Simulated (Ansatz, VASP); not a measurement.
# Au (Au(100) film of 3 layers): VASP beside Ansatz

Wanted: the spread between two codes on one cell, functional and k mesh. The cell is taken from a series of runs on this material, whose earlier steps may have relaxed, scaled, displaced or heated it; both programs get it as it stands.

Method: plane waves, with VASP 6.6.1 beside it; PBE, in Ansatz 0.2.0.

### 1. The starting structure

The cell holds 3 atoms: 3 Au. Cell: a = 2.797 Å, b = 2.797 Å, c = 31.960 Å, α = 90.0°, β = 90.0°, γ = 90.0°. It derives from Au. Vacuum lies along c.

### 2. VASP: zone-centre phonons, PBE

Second derivatives magnify differences that forces hide, and they need a tight electronic threshold.

Lines of VASP's logs that name or quote its potential files are left out, and so is its time.

Contents of INCAR:

```
SYSTEM = Au
PREC = Accurate
ENCUT = 500
EDIFF = 1E-08
NELM = 120
ISMEAR = 1
SIGMA = 0.2
LREAL = .FALSE.
ALGO = Normal
GGA = PE
NBANDS = 22
LASPH = .TRUE.
LORBIT = 11
LWAVE = .FALSE.
LCHARG = .FALSE.
ISIF = 2
IBRION = 8
GGA_COMPAT = .FALSE.
NELMDL = -8
KPAR = 2
```

Contents of POSCAR:

```
Au
1.0
    2.7967574348      0.0000000000      0.0000000000
    0.0000000000      2.7967574348      0.0000000000
    0.0000000000      0.0000000000     31.9599997232
Au
3
Direct
    0.0000000000      0.0000000000      0.1665454453
    0.5000000000      0.5000000000      0.2359199019
    0.0000000000      0.0000000000      0.3052943585
```

Contents of KPOINTS:

```
Automatic mesh
0
Gamma
6 6 1
0 0 0
```

PAW data sets: Au (PBE family, release 64).

Command:

```console
$ mpirun -np 2 vasp_std
```

Numbers of over 12 decimals in the logs are rounded to 6 here.

The log of the run:

```text
[banner, memory and clock lines left out]
running    2 mpi-ranks, on    1 nodes
 distrk:  each k-point on    1 cores,    2 groups
 distr:  one band on    1 cores,    1 groups

 POSCAR found type information on POSCAR Au
 POSCAR found :  1 types and       3 ions
 LDA part: xc-table for (Slater+PW92), standard interpolation
 POSCAR, INCAR and KPOINTS ok, starting setup
 FFT: planning ... GRIDC
 FFT: planning ... GRID_SOFT
 FFT: planning ... GRID
 WAVECAR not read
 entering main loop
       N       E                     dE             d eps       ncg     rms          rms(c)
DAV:   1     0.225660204602E+03    0.22566E+03   -0.11967E+04   440   0.111E+03
DAV:   2     0.395822113459E+01   -0.22170E+03   -0.20360E+03   624   0.220E+02
DAV:   3    -0.946720254630E+01   -0.13425E+02   -0.12640E+02   506   0.570E+01
DAV:   4    -0.971576845692E+01   -0.24857E+00   -0.24714E+00   544   0.788E+00
DAV:   5    -0.972056984722E+01   -0.48014E-02   -0.48012E-02   536   0.111E+00
DAV:   6    -0.972072903309E+01   -0.15919E-03   -0.15918E-03   590   0.180E-01
DAV:   7    -0.972073450460E+01   -0.54715E-05   -0.54716E-05   556   0.297E-02
DAV:   8    -0.972073476277E+01   -0.25816E-06   -0.25807E-06   552   0.571E-03    0.120E+01
DAV:   9    -0.896571419707E+01    0.75502E+00   -0.21410E+00   464   0.122E+01    0.851E+00
DAV:  10    -0.893173472821E+01    0.33979E-01   -0.19558E-01   482   0.416E+00    0.337E+00
DAV:  11    -0.892533429632E+01    0.64004E-02   -0.31064E-02   532   0.262E+00    0.453E-01
DAV:  12    -0.892483006209E+01    0.50423E-03   -0.37072E-03   502   0.813E-01    0.733E-02
DAV:  13    -0.892508357785E+01   -0.25352E-03   -0.58727E-04   508   0.221E-01    0.526E-02
DAV:  14    -0.892524373122E+01   -0.16015E-03   -0.10996E-04   510   0.135E-01    0.138E-02
[...]
DAV:  21    -0.892574389446E+01   -0.83858E-06   -0.42445E-08   354   0.439E-04    0.207E-04
DAV:  22    -0.892574416012E+01   -0.26566E-06   -0.29409E-08   318   0.335E-04    0.898E-05
DAV:  23    -0.892574426467E+01   -0.10455E-06   -0.55942E-09   310   0.198E-04    0.711E-05
DAV:  24    -0.892574431425E+01   -0.49577E-07   -0.16825E-09   292   0.145E-04    0.331E-05
DAV:  25    -0.892574437240E+01   -0.58153E-07   -0.49163E-10   274   0.705E-05    0.207E-05
DAV:  26    -0.892574440047E+01   -0.28070E-07   -0.10658E-10   274   0.402E-05    0.753E-06
DAV:  27    -0.892574441169E+01   -0.11215E-07    0.79803E-13   304   0.232E-05    0.517E-06
DAV:  28    -0.892574441825E+01   -0.65656E-08    0.36644E-12   292   0.208E-05
   1 F= -.89257444E+01 E0= -.89232365E+01  d E =-.752377E-02
 Linear response reoptimize wavefunctions to high precision
DAV:   1    -0.892574441992E+01   -0.16666E-08    0.46503E-11   292   0.119E-05
DAV:   2    -0.892574441984E+01    0.83674E-10    0.39856E-11   292   0.416E-06
 Linear response DOF=           4
 Linear response progress:
  Degree of freedom:   1/  4
       N       E                     dE             d eps       ncg     rms          rms(c)
RMM:   1    -0.273962387813E+00   -0.27396E+00   -0.23055E-01  1142   0.342E+00
RMM:   2    -0.273816508063E+00    0.14588E-03   -0.26567E-03  1074   0.360E-01    0.769E-02
RMM:   3    -0.273304647897E+00    0.51186E-03   -0.18668E-04  1041   0.849E-02    0.420E-02
RMM:   4    -0.272874653011E+00    0.42999E-03   -0.26762E-04  1074   0.865E-02    0.120E-02
RMM:   5    -0.272839642597E+00    0.35010E-04   -0.10904E-05  1064   0.207E-02    0.544E-03
RMM:   6    -0.272750254722E+00    0.89388E-04   -0.38151E-07  1117   0.488E-03    0.668E-04
RMM:   7    -0.272742729946E+00    0.75248E-05   -0.60747E-08  1115   0.127E-03    0.189E-04
RMM:   8    -0.272740742278E+00    0.19877E-05   -0.26127E-09  1156   0.299E-04    0.925E-05
RMM:   9    -0.272739850162E+00    0.89212E-06    0.12707E-11  1154   0.117E-04    0.289E-05
RMM:  10    -0.272739918298E+00   -0.68136E-07    0.14027E-09  1162   0.415E-05    0.931E-06
RMM:  11    -0.272739977834E+00   -0.59537E-07    0.60179E-09  1182   0.130E-05    0.362E-06
RMM:  12    -0.272739983334E+00   -0.54997E-08    0.98908E-09  1145   0.575E-06    0.114E-06
 first order change of Fermi-energy  -0.12665E-03
 force on displaced ion       1 direction 1 :  -0.572   0.000  -0.001
 Linear response progress:
  Degree of freedom:   2/  4
       N       E                     dE             d eps       ncg     rms          rms(c)
RMM:   1    -0.349457878366E+00   -0.34946E+00   -0.24453E-01   734   0.353E+00
RMM:   2    -0.348588588135E+00    0.86929E-03   -0.35772E-03   675   0.406E-01    0.161E-01
RMM:   3    -0.348496661710E+00    0.91926E-04   -0.39251E-04   695   0.117E-01    0.120E-01
RMM:   4    -0.348723675627E+00   -0.22701E-03   -0.32648E-04   723   0.975E-02    0.283E-02
RMM:   5    -0.348764260499E+00   -0.40585E-04   -0.71747E-05   729   0.405E-02    0.195E-02
RMM:   6    -0.348690267034E+00    0.73993E-04   -0.13492E-05   723   0.188E-02    0.618E-03
RMM:   7    -0.348657709731E+00    0.32557E-04   -0.30007E-07   728   0.367E-03    0.217E-03
RMM:   8    -0.348622825630E+00    0.34884E-04   -0.11431E-07   736   0.197E-03    0.480E-04
RMM:   9    -0.348612446283E+00    0.10379E-04   -0.96280E-09   737   0.547E-04    0.214E-04
RMM:  10    -0.348608385420E+00    0.40609E-05   -0.11104E-08   735   0.432E-04    0.946E-05
RMM:  11    -0.348606950173E+00    0.14352E-05   -0.40950E-09   738   0.152E-04    0.588E-05
RMM:  12    -0.348605599524E+00    0.13506E-05   -0.15596E-08   784   0.240E-04    0.357E-05
RMM:  13    -0.348605861467E+00   -0.26194E-06   -0.74302E-09   739   0.938E-05    0.193E-05
RMM:  14    -0.348605731482E+00    0.12999E-06   -0.41917E-08   769   0.734E-05    0.100E-05
RMM:  15    -0.348605671940E+00    0.59542E-07   -0.30878E-08   765   0.452E-05    0.836E-06
RMM:  16    -0.348605642777E+00    0.29163E-07   -0.15150E-08   771   0.359E-05    0.248E-06
RMM:  17    -0.348605618371E+00    0.24406E-07   -0.74897E-09   660   0.168E-05    0.176E-06
RMM:  18    -0.348605611150E+00    0.72212E-08   -0.49080E-09   644   0.207E-05    0.117E-06
 first order change of Fermi-energy   0.63238E+00
 force on displaced ion       1 direction 3 :   0.000  -0.000  -2.966
 Linear response progress:
  Degree of freedom:   3/  4
       N       E                     dE             d eps       ncg     rms          rms(c)
RMM:   1    -0.275506013769E+00   -0.27551E+00   -0.24016E-01  1205   0.324E+00
RMM:   2    -0.273767197903E+00    0.17388E-02   -0.23814E-03  1062   0.326E-01    0.815E-02
RMM:   3    -0.273223484264E+00    0.54371E-03   -0.25002E-04  1027   0.850E-02    0.424E-02
RMM:   4    -0.272819701029E+00    0.40378E-03   -0.24880E-04  1058   0.780E-02    0.123E-02
RMM:   5    -0.272722108419E+00    0.97593E-04   -0.14205E-05  1060   0.214E-02    0.361E-03
RMM:   6    -0.272676728181E+00    0.45380E-04   -0.20653E-06  1070   0.739E-03    0.645E-04
RMM:   7    -0.272665986231E+00    0.10742E-04   -0.70935E-08  1120   0.146E-03    0.279E-04
RMM:   8    -0.272662416755E+00    0.35695E-05   -0.47682E-09  1113   0.291E-04    0.106E-04
RMM:   9    -0.272661066450E+00    0.13503E-05    0.17827E-09  1103   0.206E-04    0.227E-05
RMM:  10    -0.272660810422E+00    0.25603E-06    0.17719E-08  1150   0.453E-05    0.966E-06
RMM:  11    -0.272660777619E+00    0.32803E-07    0.15850E-08  1142   0.116E-05    0.550E-06
RMM:  12    -0.272660848855E+00   -0.71237E-07   -0.85157E-09  1070   0.844E-06    0.551E-07
RMM:  13    -0.272660846322E+00    0.25335E-08   -0.11168E-08   795   0.218E-06    0.400E-07
 first order change of Fermi-energy  -0.37776E-03
 force on displaced ion       2 direction 1 :  -1.237   0.000  -0.000
 Linear response progress:
  Degree of freedom:   4/  4
       N       E                     dE             d eps       ncg     rms          rms(c)
RMM:   1    -0.350918859992E+00   -0.35092E+00   -0.24197E-01   788   0.336E+00
RMM:   2    -0.347109308749E+00    0.38096E-02   -0.32619E-03   664   0.364E-01    0.155E-01
RMM:   3    -0.346873150624E+00    0.23616E-03   -0.79332E-04   696   0.137E-01    0.137E-01
RMM:   4    -0.346819851897E+00    0.53299E-04   -0.14102E-04   721   0.586E-02    0.640E-02
RMM:   5    -0.346829063467E+00   -0.92116E-05   -0.12590E-04   693   0.601E-02    0.146E-02
RMM:   6    -0.346799682049E+00    0.29381E-04   -0.77947E-06   676   0.150E-02    0.485E-03
RMM:   7    -0.346764457745E+00    0.35224E-04   -0.15993E-06   708   0.728E-03    0.354E-04
RMM:   8    -0.346760537945E+00    0.39198E-05   -0.49700E-08   734   0.116E-03    0.181E-04
RMM:   9    -0.346757455595E+00    0.30824E-05   -0.89535E-08   733   0.319E-04    0.101E-04
RMM:  10    -0.346756130712E+00    0.13249E-05   -0.14272E-07   738   0.210E-04    0.570E-05
RMM:  11    -0.346756233757E+00   -0.10304E-06   -0.12995E-07   751   0.156E-04    0.381E-05
RMM:  12    -0.346756662105E+00   -0.42835E-06   -0.55046E-08   771   0.198E-04    0.160E-05
RMM:  13    -0.346756712869E+00   -0.50765E-07   -0.10101E-07   751   0.446E-05    0.943E-06
RMM:  14    -0.346756606653E+00    0.10622E-06   -0.57360E-08   757   0.509E-05    0.388E-06
RMM:  15    -0.346756598823E+00    0.78294E-08   -0.16973E-08   696   0.191E-05    0.295E-06
 first order change of Fermi-energy  -0.63292E-03
 force on displaced ion       2 direction 3 :   0.000   0.000  -6.491
 Linear response finished
```

From OUTCAR (step 2):

```text
ion  position               nearest neighbor table
   1  0.000  0.000  0.167-   2 2.97   2 2.97   2 2.97   2 2.97
   2  0.500  0.500  0.236-   1 2.97   1 2.97   1 2.97   1 2.97   3 2.97   3 2.97   3 2.97   3 2.97

  LATTYP: Found a simple tetragonal cell.
 ALAT       =     2.7967574348
 C/A-ratio  =    11.4275193571

 Subroutine GETGRP returns: Found 16 space group operations
 (whereof  8 operations were pure point group operations)

The static configuration has the point symmetry C_4v.
 The point group associated with its full space group is D_4h.

 Found     10 irreducible k-points:

   k-points           NKPTS =     10   k-points in BZ     NKDIM =     10   number of bands    NBANDS=     22

   dimension x,y,z NGX =    20 NGY =   20 NGZ =  240
   dimension x,y,z NGXF=    40 NGYF=   40 NGZF=  480

   ENCUT  =  500.0 eV  36.75 Ry    6.06 a.u.   5.10  5.10 58.27*2*pi/ulx,y,z

   NELECT =      33.0000    total number of electrons

 k-points in reciprocal lattice and weights: Automatic mesh
   0.00000000  0.00000000  0.00000000       0.028
   0.16666667  0.00000000  0.00000000       0.111
   0.33333333  0.00000000  0.00000000       0.111
   0.50000000  0.00000000  0.00000000       0.056
   0.16666667  0.16666667  0.00000000       0.111
   0.33333333  0.16666667  0.00000000       0.222
   0.50000000  0.16666667  0.00000000       0.111
   0.33333333  0.33333333  0.00000000       0.111
   0.50000000  0.33333333  0.00000000       0.111
   0.50000000  0.50000000  0.00000000       0.028

 average (electrostatic) potential at core
       1 -75.4328       2 -75.9852       3 -75.4328

  Total       -0.7093496     -0.7093496      0.7998061      0.0000000      0.0000000      0.0000000
  in kB       -4.5462626     -4.5462626      5.1260037      0.0000000      0.0000000      0.0000000
  external PRESSURE =      -1.3221739 kB  Pullay stress =       0.0000000 kB

  energy-cutoff  :      500.00
  volume of cell :      249.99
      direct lattice vectors                 reciprocal lattice vectors
     2.796757435  0.000000000  0.000000000     0.357556929  0.000000000  0.000000000
     0.000000000  2.796757435  0.000000000     0.000000000  0.357556929  0.000000000
     0.000000000  0.000000000 31.959999723     0.000000000  0.000000000  0.031289112

 POSITION                                       TOTAL-FORCE (eV/Angst)
 -----------------------------------------------------------------------------------
      0.00000      0.00000      5.32279         0.000000      0.000000     -0.188671
      1.39838      1.39838      7.54000        -0.000000     -0.000000     -0.000000
      0.00000      0.00000      9.75721        -0.000000     -0.000000      0.188671
 -----------------------------------------------------------------------------------
    total drift:                               -0.000000     -0.000000     -0.000061

 Eigenvectors and eigenvalues of the dynamical matrix
 ----------------------------------------------------

   1 f  =    3.477402 THz    21.849159 2PiTHz  115.993633 cm-1    14.381371 meV
             X         Y         Z           dx          dy          dz
      0.000000  0.000000  5.322792    -0.000000   -0.000000   -0.408647
      1.398379  1.398379  7.540000     0.000000    0.000000    0.816097
      0.000000  0.000000  9.757208    -0.000000   -0.000000   -0.408647

   2 f  =    1.822444 THz    11.450751 2PiTHz   60.790173 cm-1     7.537017 meV
             X         Y         Z           dx          dy          dz
      0.000000  0.000000  5.322792    -0.000000   -0.000000   -0.707107
      1.398379  1.398379  7.540000     0.000000    0.000000    0.000000
      0.000000  0.000000  9.757208    -0.000000   -0.000000    0.707107

   3 f  =    1.517935 THz     9.537467 2PiTHz   50.632864 cm-1     6.277672 meV
             X         Y         Z           dx          dy          dz
      0.000000  0.000000  5.322792     0.377740    0.155268   -0.000000
      1.398379  1.398379  7.540000    -0.755041   -0.310356    0.000000
      0.000000  0.000000  9.757208     0.377740    0.155268    0.000000

   4 f  =    1.517935 THz     9.537467 2PiTHz   50.632864 cm-1     6.277672 meV
             X         Y         Z           dx          dy          dz
      0.000000  0.000000  5.322792    -0.155268    0.377740   -0.000000
      1.398379  1.398379  7.540000     0.310356   -0.755041   -0.000000
      0.000000  0.000000  9.757208    -0.155268    0.377740    0.000000

   5 f  =    0.806122 THz     5.065011 2PiTHz   26.889321 cm-1     3.333849 meV
             X         Y         Z           dx          dy          dz
      0.000000  0.000000  5.322792    -0.299588   -0.640505   -0.000000
      1.398379  1.398379  7.540000     0.000000    0.000000   -0.000000
      0.000000  0.000000  9.757208     0.299588    0.640505    0.000000

   6 f  =    0.806122 THz     5.065011 2PiTHz   26.889321 cm-1     3.333849 meV
             X         Y         Z           dx          dy          dz
      0.000000  0.000000  5.322792     0.640505   -0.299588   -0.000000
      1.398379  1.398379  7.540000     0.000000   -0.000000   -0.000000
      0.000000  0.000000  9.757208    -0.640505    0.299588   -0.000000

   7 f/i=    0.000416 THz     0.002615 2PiTHz    0.013884 cm-1     0.001721 meV
             X         Y         Z           dx          dy          dz
      0.000000  0.000000  5.322792     0.165602    0.552974   -0.000000
      1.398379  1.398379  7.540000     0.165698    0.553296   -0.000000
      0.000000  0.000000  9.757208     0.165602    0.552974   -0.000000

   8 f/i=    0.000416 THz     0.002615 2PiTHz    0.013884 cm-1     0.001721 meV
             X         Y         Z           dx          dy          dz
      0.000000  0.000000  5.322792    -0.552974    0.165602   -0.000000
      1.398379  1.398379  7.540000    -0.553296    0.165698   -0.000000
      0.000000  0.000000  9.757208    -0.552974    0.165602   -0.000000

   9 f/i=    0.002403 THz     0.015101 2PiTHz    0.080167 cm-1     0.009939 meV
             X         Y         Z           dx          dy          dz
      0.000000  0.000000  5.322792     0.000000   -0.000000   -0.577068
      1.398379  1.398379  7.540000     0.000000   -0.000000   -0.577914
      0.000000  0.000000  9.757208     0.000000   -0.000000   -0.577068

 ELASTIC MODULI CONTR FROM IONIC RELAXATION (kBar)
 Direction    XX          YY          ZZ          XY          YZ          ZX
 --------------------------------------------------------------------------------
 XX        -152.8246   -152.8246   -153.6973      0.0000     -0.0000      0.0000
 YY        -152.8246   -152.8246   -153.6973      0.0000     -0.0000      0.0000
 ZZ        -153.6973   -153.6973   -154.5751      0.0000     -0.0000      0.0000
 XY           0.0000      0.0000      0.0000      0.0000      0.0000      0.0000
 YZ          -0.0000     -0.0000     -0.0000      0.0000     -0.9109     -0.0000
 ZX           0.0000      0.0000      0.0000      0.0000     -0.0000     -0.0158
 --------------------------------------------------------------------------------
```

(Continued in part 2 of 2.)

[Lines on the potential files, build, host, timing and source positions are cut from VASP's logs without a mark.]

[Logs are printed without paths, hosts, clocks, repeated set-up lines and the standing remarks that a program may print on its own settings, such as how far it seeks lower states.]

[Hosts, paths, dates, database ids (printed as entryN), source tags and the programs' standing remarks are cut or masked in the printed files.]
